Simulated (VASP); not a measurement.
These are PBE GGA with D3 dispersion (Becke-Johnson damping), VASP's PBE PAW potentials (set 64) (plane waves; VASP) values and carry that method's errors.

Input for VASP

POSCAR:
```
CoSi2
1.0
  0.0000000000   2.6509267728   2.6509267728
  2.6509267728   0.0000000000   2.6509267728
  2.6509267728   2.6509267728   0.0000000000
Co Si
1 2
direct
  0.0000000000   0.0000000000   0.0000000000
  0.2500000000   0.2500000000   0.2500000000
  0.7500000000   0.7500000000   0.7500000000
```

**KPOINTS**
```
Automatic mesh
0
Gamma
9 9 9
0 0 0
```

### INCAR
```
NELM = 100   # most electronic steps
ENCUT = 520
NSW = 60
EDIFFG = -0.02   # ionic stop
LWAVE = F
ISMEAR = 1   # Methfessel-Paxton
ALGO = Normal   # blocked Davidson
IVDW = 12   # D3, Becke-Johnson
LMAXMIX = 4   # l cut-off of mixed one-centre charges
EDIFF = 1E-6   # SCF stop (eV)
LCHARG = F
IBRION = 2   # conjugate gradients
ISIF = 3   # ions, shape and volume
SIGMA = 0.1   # width (eV)
LREAL = F
LASPH = T   # aspherical one-centre terms
GGA = PE   # PBE
SYSTEM = CoSi2
PREC = Accurate
```

POTCAR, in this order: Co Si (PBE.64 set). Program: vasp_std.

Output of the run:

### OSZICAR
```
       N       E                     dE             d eps       ncg     rms          rms(c)
DAV:   1     0.725465184104E+02    0.72547E+02   -0.72557E+03   848   0.138E+03
DAV:   2    -0.162205164182E+02   -0.88767E+02   -0.82526E+02   852   0.256E+02
DAV:   3    -0.205660729050E+02   -0.43456E+01   -0.41893E+01  1092   0.662E+01
DAV:   4    -0.206692559086E+02   -0.10318E+00   -0.10299E+00  1024   0.977E+00
DAV:   5    -0.206723865042E+02   -0.31306E-02   -0.31300E-02  1132   0.176E+00    0.148E+01
DAV:   6    -0.239421641634E+02   -0.32698E+01   -0.38757E+01  1052   0.135E+02    0.170E+01
DAV:   7    -0.192835353773E+02    0.46586E+01   -0.16538E+01  1096   0.106E+02    0.370E+00
DAV:   8    -0.192993479273E+02   -0.15813E-01   -0.96001E-01   948   0.815E+00    0.185E+00
DAV:   9    -0.192665939191E+02    0.32754E-01   -0.98451E-02  1092   0.675E+00    0.437E-01
DAV:  10    -0.192666777876E+02   -0.83868E-04   -0.56843E-03  1028   0.802E-01    0.562E-02
DAV:  11    -0.192666502729E+02    0.27515E-04   -0.27084E-04  1248   0.275E-01    0.376E-02
DAV:  12    -0.192666682947E+02   -0.18022E-04   -0.43199E-05   904   0.671E-02    0.226E-02
DAV:  13    -0.192666688894E+02   -0.59466E-06   -0.20007E-06   924   0.121E-02
   1 F= -.20635420E+02 E0= -.20635177E+02  d E =-.206354E+02
```

### OUTCAR
```
------------------------ aborting loop because EDIFF is reached ----------------------------------------
 Edisp (eV)   -1.36875
  FORCE on cell =-STRESS in cart. coord.  units (eV):
  Direction    XX          YY          ZZ          XY          YZ          ZX
  --------------------------------------------------------------------------------------
  Total       0.03373     0.03373     0.03373     0.00000     0.00000    -0.00000
  in kB       1.45064     1.45064     1.45064     0.00000     0.00000    -0.00000
  external pressure =        1.45 kB  Pullay stress =        0.00 kB
  volume of cell :       37.26
      direct lattice vectors                 reciprocal lattice vectors
     0.000000000  2.650926773  2.650926773    -0.188613282  0.188613282  0.188613282
     2.650926773  0.000000000  2.650926773     0.188613282 -0.188613282  0.188613282
     2.650926773  2.650926773  0.000000000     0.188613282  0.188613282 -0.188613282
 POSITION                                       TOTAL-FORCE (eV/Angst)
 -----------------------------------------------------------------------------------
      0.00000      0.00000      0.00000        -0.000000     -0.000000     -0.000000
      1.32546      1.32546      1.32546         0.000000      0.000000      0.000000
      3.97639      3.97639      3.97639        -0.000000     -0.000000     -0.000000
 -----------------------------------------------------------------------------------
    total drift:                               -0.000000     -0.000000      0.000000
  FREE ENERGIE OF THE ION-ELECTRON SYSTEM (eV)
  ---------------------------------------------------
  free  energy   TOTEN  =       -20.6354201668 eV

  energy  without entropy=      -20.6346894579  energy(sigma->0) =      -20.63517660

 reached required accuracy - stopping structural energy minimisation
```
(Selected blocks of OUTCAR.)

The compound is CoSi2 in the fluorite structure. It was relaxed first. The start is the result of an earlier pass. The run is not spin-polarised, so no magnetic state was tried. The electron count is odd and the run is not spin-polarised, which forces a metal.
